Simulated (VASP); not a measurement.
Here is the system:

```xyz
2
Lattice="0.0000 2.5800 2.5800 2.5800 0.0000 2.5800 2.5800 2.5800 0.0000" Properties=species:S:1:pos:R:3 pbc="T T T"
Sr     0.0000     0.0000     0.0000
O      2.5800     2.5800     2.5800
```

The numbers are results of PBE GGA, VASP's PBE PAW potentials (set 64) (plane waves; VASP 6.6.1), not measurements. Settings: 400 eV cut-off, 8×8×8 Γ-centred mesh, Fermi-Dirac smearing of 0.050 eV, potentials Sr_sv O.

What does the run give for the energy per atom (σ→0), band gap (on the k-mesh) with the smallest direct gap where there is one?

- band gap (on the k-mesh): 3.28 eV
- smallest direct gap (on the k-mesh): 3.38 eV
- energy per atom (σ→0): -6.032 eV/atom

Total energies compare only between runs with the same potentials, cut-off and functional.

The structure is a typed SrO crystal (Fm-3m). The cell was not relaxed at this level.
